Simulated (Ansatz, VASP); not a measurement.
## Cross-check of TaAs between VASP and Ansatz

Wanted: the spread between two codes on one cell, functional and k mesh. The cell is taken from a series of runs on this material, whose earlier steps may have relaxed or scaled it; both programs get it as it stands.

Method: plane waves, with VASP 6.6.1 beside it; single point at PBE, in Ansatz 0.2.0.

### Step 1. Starting point

Symmetry: I4_1md, No. 109, tetragonal system. The conventional cell has a = 3.444 Å, b = 3.444 Å, c = 11.736 Å, α = 90.00°, β = 90.00°, γ = 90.00°. Nearest to Ta lie 6 As at 2.61 to 2.62 Å. Nearest to As lie 6 Ta at 2.61 to 2.62 Å. Farther neighbours are not listed.

### Step 2. Ansatz: single point, PBE

Ansatz runs on its default PAW (the set named soft_2) files.

With cell and atoms fixed, the geometry can't cause a difference; cores, projectors, grids and the points listed under the comparison can.

Contents of input.yaml:

```yaml
crystal:
  lattice:
    - [-1.7218133622, 1.7218133622, 5.8679415361]
    - [1.7218133622, -1.7218133622, 5.8679415361]
    - [1.7218133622, 1.7218133622, -5.8679415361]
  atoms:
    - { symbol: Ta, position: [0.4999673, 0.4999673, 0.0] }
    - { symbol: Ta, position: [0.2499673, 0.7499673, 0.5] }
    - { symbol: As, position: [0.08263212, 0.08263212, 0.0] }
    - { symbol: As, position: [0.83263212, 0.33263212, 0.5] }
kpoints:
  mp_grid: { grid: [9, 9, 9] }
  band_path:
    path:
      - [[0.0, 0.0, 0.0], [-0.5, 0.5, 0.0], [-0.5, 0.5, -0.04304975], [-0.27152487, 0.27152487, -0.27152487], [0.0, 0.0, 0.0], [0.5, 0.5, -0.5], [0.27152487, 0.72847513, -0.72847513], [0.0, 0.5, -0.5], [-0.25, 0.75, -0.25], [0.04304975, 0.95695025, -0.5], [0.5, 0.5, -0.5]]
      - [[-0.5, 0.5, 0.0], [-0.25, 0.75, -0.25]]
    npoints: 5
scf:
  occupations: { method: fermi_dirac, width: 0.05 }
  n_extra_bands: 8
hamiltonian:
  xc: pbe
  pseudopotentials: { kind: paw }
output:
  forces: true
  stress: true
  populations: true
  write_bands: true
  write_density: true
  write_potential: true
  elf: true
  volumetric_format: npy
```

Run with:

```console
$ ansatz run input.yaml --threads 4 --pin off --max-ram 8192MiB --backend cpu --events-out ev --progress --plain --runs-dir out
```

Numbers of over 12 decimals in the logs are rounded to 6 here.

Log:

```text
basis.fft_grid_basis auto: the FFT boxes are laid along the combinations [[1, -1, 0], [0, 1, 0], [1, 0, 1]] of the cell's own vectors, 4.870, 6.353 and 3.444 Å long. The dense box has 36×45×24 points. Along the cell's own vectors, as sized, it would have 45×45×45, 2.34 times as many. Of the 8 symmetry operations that the crystal satisfies within crystal.symmetry.tolerance (time reversal apart; of a slab, those that k [...]
scf.n_extra_bands = 8 over 28 filled bands (N_el = 56.0): the run solves 36 bands
Engine: ansatz 0.2.0, aarch64-unknown-linux-gnu
Pseudopotentials: kind: paw
Pseudopotential: Ta, paw, valence charge 13, recommended cutoff 420 eV (normal), Ta.paw.azcp
Pseudopotential: As, paw, valence charge 15, recommended cutoff 420 eV (normal), As.paw.azcp
Functional definition: PBE
  parameter kappa = 0.804
  parameter beta = 0.066725
  exchange = pbe_x(kappa = kappa, mu = beta*pi^2/3)
  correlation = pbe_c(beta = beta)
Crystal: 4 atoms, lattice volume = 69.585 Å³
Basis set: ecut = 420 eV, 1371 PW (Γ), FFT grids on a1−a2, a2, a1+a3, exchange–correlation on 72×90×48 points (8 copies of the dense FFT grid, shifted against one another)
Bands: 36, of which v1, the nominal top of the filled ones, is band 28 counted from 1 (27 counted from 0)
Symmetry: 8 space group operations
Space group: I41md (ITA 109), of the structure as read, at distance tolerance 4.1e-5 Å
k-points: 75 of 729 (time reversal used)
Non-local potential: Ta, projectors of the file, l = 0: 3, l = 1: 2, l = 2: 2, l = 3: 1
Non-local potential: As, projectors of the file, l = 0: 2, l = 1: 2, l = 2: 3, l = 3: 1
PAW form: soft (Blöchl's): semilocal exchange-correlation on the pseudo side does not see the compensation charge
PAW one-centre angular grid: Ta, 590 points (default); XC on 64 Gauss nodes
PAW one-centre angular grid: As, 590 points (default); XC on 64 Gauss nodes
Initial density: superposition of atomic densities (neutral atoms: chi_scale 0, normalization atom), corrected by the library's trained network
Initial wavefunctions: pseudopotential atomic-orbital guess
Functional: x = pbe(κ = 0.804, μ = 0.219515), c = pbe(β = 0.066725)
SCF iter   1: F=—  HF=-29578.947249 eV  |F-HF|=—  |Δ(HF+E_count)|=         —  Δρ=7.51e-3  dr2=3.45e-2  ethr=1.77e-3  ⟨swp⟩=5.9  Hψ=10835  notcnv=0  defer=12
preconditioner: auto → Kerker (q_TF=auto, 2.631 Å⁻¹)  [metal: Δε(μ)=0.040 eV  Ē_g=8.170 eV  σ=0.050 eV  W_gap=0.20  n_scr=24 (ndim 8)  ℏωp=19.9 eV  f_vac=0.000  D(μ)=0.71/eV (n_scr^D=2)]
SCF iter   2: F=—  HF=-29578.944928 eV  |F-HF|=—  |Δ(HF+E_count)|=   2.32e-3  Δρ=4.53e-3  dr2=1.29e-2  ethr=6.16e-5  ⟨swp⟩=1.0  Hψ=3300  notcnv=0  defer=41
SCF iter   3: F=—  HF=-29578.943881 eV  |F-HF|=—  |Δ(HF+E_count)|=   1.05e-3  Δρ=6.35e-4  dr2=2.87e-4  ethr=2.30e-5  ⟨swp⟩=2.1  Hψ=3466  notcnv=0  defer=41
SCF iter   4: F=—  HF=-29578.943643 eV  |F-HF|=—  |Δ(HF+E_count)|=   2.37e-4  Δρ=3.33e-4  dr2=4.40e-5  ethr=5.13e-7  ⟨swp⟩=2.0  Hψ=4531  notcnv=0  defer=41
SCF iter   5: F=—  HF=-29578.943648 eV  |F-HF|=—  |Δ(HF+E_count)|=   5.10e-6  Δρ=5.14e-5  dr2=2.14e-6  ethr=7.86e-8  ⟨swp⟩=2.6  Hψ=4223  notcnv=0  defer=41
SCF iter   6: F=—  HF=-29578.943648 eV  |F-HF|=—  |Δ(HF+E_count)|=   3.89e-7  Δρ=1.36e-5  dr2=1.68e-7  ethr=3.83e-9  ⟨swp⟩=2.0  Hψ=4485  notcnv=0  defer=41
SCF iter   7: F=-29578.943648 eV  HF=-29578.943648 eV  |F-HF|=1.14e-9  |Δ(HF+E_count)|=   1.37e-8  Δρ=2.96e-6  dr2=6.31e-9  ethr=1.79e-10  ⟨swp⟩=12.4  Hψ=15995  notcnv=0
SCF 1 converged in 7 iterations: F = -29578.943648 eV  dr2 = 6.31e-9
  greatest PAW one-centre occupation: 0.999 electrons in one spin orbital (limit 2), on the As atom at site 2 (counted from 0), in its partial waves of l = 2
NSCF: frozen V_eff on 57 k-points
SCF converged after 7 iterations
Free energy (F): -29578.943648 eV
Harris-Foulkes:  -29578.943648 eV  (|F-HF|=1.14e-9)
Internal energy: -29578.937599 eV  (E = F + TS)
E sigma→0 (E₀):  -29578.940623 eV
Entropy (-TS):   -0.006049 eV (-1.512 meV/atom)
Fermi energy:    17.057131 eV
--- Per-component energies (eV) ---
  E_band       = -552.264719
  E_kinetic    = 943.590372
  E_local      = -4047.160613  (includes V_loc(G=0)·N_el)
  E_nonlocal   = -1311.159276
  E_hartree    = 2099.498858
  E_xc         = -598.324436
  E_vxc        = -570.901292  (∫ρ·V_xc dr)
  E_paw        = -20465.876284  (= ΣΔE_a)
  E_vpaw       = 234.368041  (= ΣTr[D̂ρ^β])
  E_aug_tail   = 0.000286  (compensation charges beyond the density's cutoff)
  E_ewald      = -6199.506507
  E_smearing   = -0.006049  (= −TS)
  E_closure    = 0.000000  (closes the sum)
  Σ components = -29578.943648   (vs F -29578.943648, Δ=0.00e0)
--- Forces (eV/Å), atoms counted from 1 ---
  atom   1  Ta    -0.00000000    -0.00000000     0.02220117
  atom   2  Ta     0.00000000     0.00000000     0.02220117
  atom   3  As    -0.00000000     0.00000000    -0.02219888
  atom   4  As     0.00000000    -0.00000000    -0.02219888
  max |Σ_I F_I| component: 4.58e-6 eV/Å
--- Stress (GPa, compression-positive) ---
        2.460880      -0.000000      -0.000000
       -0.000000       2.460880      -0.000000
       -0.000000      -0.000000       1.557558
  P = ⅓ Tr σ = 2.1598 GPa (21.598 kbar)
--- Band table (eV; the first three rows and the last of 75) ---
  k-point 0: bands = [... 24 lower, 14.7077, 15.1053, 15.4183, 15.4183, 17.9806, 18.6415, 19.3836, 20.1493, ... 4 higher]
  k-point 1: bands = [... 24 lower, 14.2116, 15.0395, 15.7210, 15.8751, 17.5018, 17.9823, 19.6067, 19.6957, ... 4 higher]
  k-point 2: bands = [... 24 lower, 13.5754, 15.1553, 16.0926, 16.3811, 17.1279, 17.7945, 18.9630, 20.1916, ... 4 higher]
  k-point 74: bands = [... 24 lower, 14.2163, 14.7438, 15.6335, 16.3946, 17.8624, 18.9095, 18.9319, 19.4191, ... 4 higher]
--- Löwdin populations: 4 sites ---
  site symbol       q [e]
     0     Ta     12.7095
     1     Ta     12.7095
     2     As     15.1608
     3     As     15.1608
  spilling = 0.004634 (of n_electrons = 56.000000)
```

Reading the cycles: dr2 is the Hartree energy of the density residual (eV), the measure of convergence; HF is the Harris–Foulkes estimate of the energy, which meets the free energy F at convergence.

### Step 3. VASP: single point, PBE

The same cell, functional, mesh and smearing now go to VASP, with its own data sets and cutoff.

Lines of VASP's logs that name or quote its potential files are left out, and so is its time.

Contents of INCAR:

```
SYSTEM = TaAs
PREC = Accurate
ENCUT = 400
EDIFF = 1E-06
NELM = 100
ISMEAR = -1
SIGMA = 0.05
LREAL = .FALSE.
ALGO = Normal
GGA = PE
NBANDS = 22
LASPH = .TRUE.
LORBIT = 11
LWAVE = .FALSE.
LCHARG = .FALSE.
KPAR = 2
ISIF = 2
```

Contents of POSCAR:

```
TaAs
1.0
   -1.7218133622      1.7218133622      5.8679415361
    1.7218133622     -1.7218133622      5.8679415361
    1.7218133622      1.7218133622     -5.8679415361
Ta As
2 2
Direct
    0.4999673000      0.4999673000      0.0000000000
    0.2499673000      0.7499673000      0.5000000000
    0.0826321200      0.0826321200      0.0000000000
    0.8326321200      0.3326321200      0.5000000000
```

Contents of KPOINTS:

```
Automatic mesh
0
Gamma
9 9 9
0 0 0
```

PAW data sets: Ta_pv and As (PBE family, release 64).

Run with:

```console
$ mpirun -np 2 vasp_std
```

Log:

```text
[banner, memory and clock lines left out]
running    2 mpi-ranks, on    1 nodes
 distrk:  each k-point on    1 cores,    2 groups
 distr:  one band on    1 cores,    1 groups

 POSCAR found type information on POSCAR TaAs
 POSCAR found :  2 types and       4 ions
 LDA part: xc-table for (Slater+PW92), standard interpolation
 POSCAR, INCAR and KPOINTS ok, starting setup
 FFT: planning ... GRIDC
 FFT: planning ... GRID_SOFT
 FFT: planning ... GRID
 WAVECAR not read
 entering main loop
       N       E                     dE             d eps       ncg     rms          rms(c)
DAV:   1     0.206697986353E+03    0.20670E+03   -0.14468E+04  3308   0.115E+03
DAV:   2    -0.280188244404E+02   -0.23472E+03   -0.22494E+03  3820   0.330E+02
DAV:   3    -0.367448782128E+02   -0.87261E+01   -0.85053E+01  4196   0.582E+01
DAV:   4    -0.368939356745E+02   -0.14906E+00   -0.14842E+00  4036   0.728E+00
DAV:   5    -0.368973810873E+02   -0.34454E-02   -0.34417E-02  4256   0.859E-01    0.212E+01
DAV:   6    -0.352041088172E+02    0.16933E+01   -0.52622E+00  4024   0.139E+01    0.899E+00
DAV:   7    -0.351166432702E+02    0.87466E-01   -0.49537E-01  4696   0.449E+00    0.265E+00
DAV:   8    -0.351012541264E+02    0.15389E-01   -0.50415E-02  4130   0.104E+00    0.262E-01
DAV:   9    -0.351009551010E+02    0.29903E-03   -0.50188E-03  4202   0.378E-01    0.114E-01
DAV:  10    -0.351009322027E+02    0.22898E-04   -0.52220E-04  4028   0.182E-01    0.182E-02
DAV:  11    -0.351009314374E+02    0.76537E-06   -0.38371E-05  4556   0.338E-02    0.135E-02
DAV:  12    -0.351009265883E+02    0.48490E-05   -0.12755E-05  4094   0.243E-02    0.193E-03
DAV:  13    -0.351009266301E+02   -0.41810E-07   -0.51027E-07  2514   0.496E-03
   1 F= -.35100927E+02 E0= -.35097875E+02  d E =-.610300E-02
```

OUTCAR, selected parts (step 3):

```text
ion  position               nearest neighbor table
   1  0.500  0.500  0.000-   4 2.61   4 2.61   3 2.62   3 2.62   3 2.62   3 2.62   2 3.40   2 3.40
                             2 3.40   2 3.40
   2  0.250  0.750  0.500-   3 2.61   3 2.61   4 2.62   4 2.62   4 2.62   4 2.62   1 3.40   1 3.40
                             1 3.40   1 3.40
   3  0.083  0.083  0.000-   2 2.61   2 2.61   1 2.62   1 2.62   1 2.62   1 2.62
   4  0.833  0.333  0.500-   1 2.61   1 2.61   2 2.62   2 2.62   2 2.62   2 2.62

  LATTYP: Found a body centered tetragonal cell.
 ALAT       =     3.4436267244
 C/A-ratio  =     3.4080009279

 Subroutine GETGRP returns: Found  8 space group operations
 (whereof  4 operations were pure point group operations)

The static configuration has the point symmetry C_2v.
 The point group associated with its full space group is C_4v.

 Found     75 irreducible k-points:

   k-points           NKPTS =     75   k-points in BZ     NKDIM =     75   number of bands    NBANDS=     22

   dimension x,y,z NGX =    42 NGY =   42 NGZ =   42
   dimension x,y,z NGXF=    84 NGYF=   84 NGZF=   84

   ENCUT  =  400.0 eV  29.40 Ry    5.42 a.u.  10.36 10.36 10.36*2*pi/ulx,y,z

   NELECT =      32.0000    total number of electrons

 k-points in reciprocal lattice and weights: Automatic mesh
   0.00000000  0.00000000  0.00000000       0.001
   0.11111111 -0.00000000  0.00000000       0.011
   0.22222222  0.00000000 -0.00000000       0.011
   0.33333333 -0.00000000  0.00000000       0.011
   0.44444444  0.00000000 -0.00000000       0.011
   0.11111111  0.11111111  0.00000000       0.011
   0.22222222  0.11111111 -0.00000000       0.022
   0.33333333  0.11111111  0.00000000       0.022
   0.44444444  0.11111111 -0.00000000       0.022
[...]
-0.44444444  0.44444444  0.44444444       0.005
  -0.44444444 -0.44444444  0.44444444       0.003

 average (electrostatic) potential at core
       1 -36.3178       2 -36.3178       3 -47.8102       4 -47.8102

 E-fermi :   6.9775

 k-point     1 :       0.0000    0.0000    0.0000
  band No.  band energies     occupation
    ...
     12       4.5088      2.00000
     13       4.6253      2.00000
     14       5.0241      2.00000
     15       5.3465      2.00000
     16       5.3465      2.00000
     17       7.8957      0.00000
     18       8.5550      0.00000
     19       9.3024      0.00000
     20      10.0766      0.00000
     21      10.0766      0.00000
    ...

 k-point     2 :       0.1111   -0.0000    0.0000
  band No.  band energies     occupation
    ...
     12       4.3891      2.00000
     13       4.7232      2.00000
     14       4.9517      2.00000
     15       5.2900      2.00000
     16       5.6174      2.00000
     17       7.6796      0.00000
     18       8.2955      0.00000
     19       9.2154      0.00000
     20       9.6272      0.00000
     21      10.2005      0.00000
    ...

 k-point     3 :       0.2222    0.0000   -0.0000
  band No.  band energies     occupation
    ...
     12       4.1137      2.00000
     13       4.9354      2.00000
     14       5.0419      2.00000
     15       5.1334      2.00000
     16       6.1311      2.00000
     17       7.3875      0.00055
     18       8.1180      0.00000
     19       8.5407      0.00000
     20       9.2574      0.00000
     21       9.9347      0.00000
    ...

  Total        1.2728421      1.2728421      0.8362502      0.0000000      0.0000000      0.0000000
  in kB       29.3067178     29.3067178     19.2543525      0.0000000      0.0000000      0.0000000
  external PRESSURE =      25.9559294 kB  Pullay stress =       0.0000000 kB

  energy-cutoff  :      400.00
  volume of cell :       69.59
      direct lattice vectors                 reciprocal lattice vectors
    -1.721813362  1.721813362  5.867941536     0.000000000  0.290391520  0.085208756
     1.721813362 -1.721813362  5.867941536     0.290391520  0.000000000  0.085208756
     1.721813362  1.721813362 -5.867941536     0.290391520  0.290391520  0.000000000

 POSITION                                       TOTAL-FORCE (eV/Angst)
 -----------------------------------------------------------------------------------
      0.00000      0.00000      5.86756        -0.000000      0.000000      0.023972
      1.72181      0.00000      2.93359         0.000000     -0.000000      0.023972
      0.00000      0.00000      0.96976        -0.000000     -0.000000     -0.023972
      0.00000      1.72181      3.90373         0.000000      0.000000     -0.023972
 -----------------------------------------------------------------------------------
    total drift:                                0.000000      0.000000      0.000158

  FREE ENERGIE OF THE ION-ELECTRON SYSTEM (eV)
  ---------------------------------------------------
  free  energy   TOTEN  =       -35.1009266301 eV

  energy  without entropy=      -35.0948236258  energy(sigma->0) =      -35.09787513

 total charge
# of ion       s       p       d       tot
------------------------------------------
    1        0.277   6.160   2.393   8.830
    2        0.277   6.160   2.393   8.830
    3        1.188   1.676   0.082   2.947
    4        1.188   1.676   0.082   2.947
--------------------------------------------------
tot          2.932  15.674   4.950  23.555

[... 3 further parts left out ...]
```

The run ends at a pressure of 2.60 GPa, with forces up to 0.024 eV/Å.

### Step 4. Differences

Known differences besides the PAW data sets themselves: the data sets hold 56 valence electrons in Ansatz (default PAW (the set named soft_2) files) and 32 in VASP; the cutoff is 420 eV in Ansatz and 400 eV in VASP. Total energies have different zeros and are not compared.

Compared:

```
      quantity  Ansatz  VASP  difference
pressure (GPa)    2.16  2.60       -0.44
```

### Step 5. Looking for the cause

How far does this hang on the set-up? Further runs change one program's set-up at a time, as the table lists.

```
                                                              run  difference in pressure (GPa)
                                                         as above                         -0.44
VASP with the data sets Ta_sv_GW and As_GW and a cutoff of 520 eV                         0.085
```

### Step 6. Results

```json
{
  "difference in pressure (single point, PBE)": "-0.44 GPa"
}
```

What this shows: The difference in pressure is -0.44 GPa (single point, PBE), within the 1 GPa picked in this series as the mark of a large difference. For single point, PBE: with VASP with the data sets Ta_sv_GW and As_GW and a cutoff of 520 eV the difference in pressure shrinks in size, from -0.44 to 0.085 GPa. How closely two codes agree says nothing of how well the functional describes the real material.

[Lines on the potential files, build, host, timing and source positions are cut from VASP's logs without a mark.]

[Logs are printed without paths, hosts, clocks, repeated set-up lines and the standing remarks that a program may print on its own settings, such as how far it seeks lower states.]

[Hosts, paths, dates, database ids (printed as entryN), source tags and the programs' standing remarks are cut or masked in the printed files.]
